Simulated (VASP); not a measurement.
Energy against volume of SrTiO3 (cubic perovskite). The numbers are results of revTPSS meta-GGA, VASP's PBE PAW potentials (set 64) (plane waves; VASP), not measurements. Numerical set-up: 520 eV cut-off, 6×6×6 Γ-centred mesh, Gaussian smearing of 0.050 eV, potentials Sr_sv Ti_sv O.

```json
[
 {"V (Å³/atom)": "11.395", "E (eV/atom)": "-6.93303"},
 {"V (Å³/atom)": "11.759", "E (eV/atom)": "-6.95477"},
 {"V (Å³/atom)": "12.123", "E (eV/atom)": "-6.96209"},
 {"V (Å³/atom)": "12.486", "E (eV/atom)": "-6.95729"}
]
```

### Question
Fit these four points and predict the energy of the run at 12.850 Å³/atom.

### Answer
A cubic in V^(−2/3), the third-order Birch-Murnaghan form, passes through the four points with V0 = 12.15 Å³/atom and B0 = 176 GPa, and gives -6.9423 eV/atom there. The run gave -6.9420 eV/atom, +0.3 meV/atom from the fit; all five points give B0 = 177 GPa.

The compound is SrTiO3 in the cubic perovskite structure, the ideal cubic form; the compound distorts at low or room temperature. It was relaxed first.
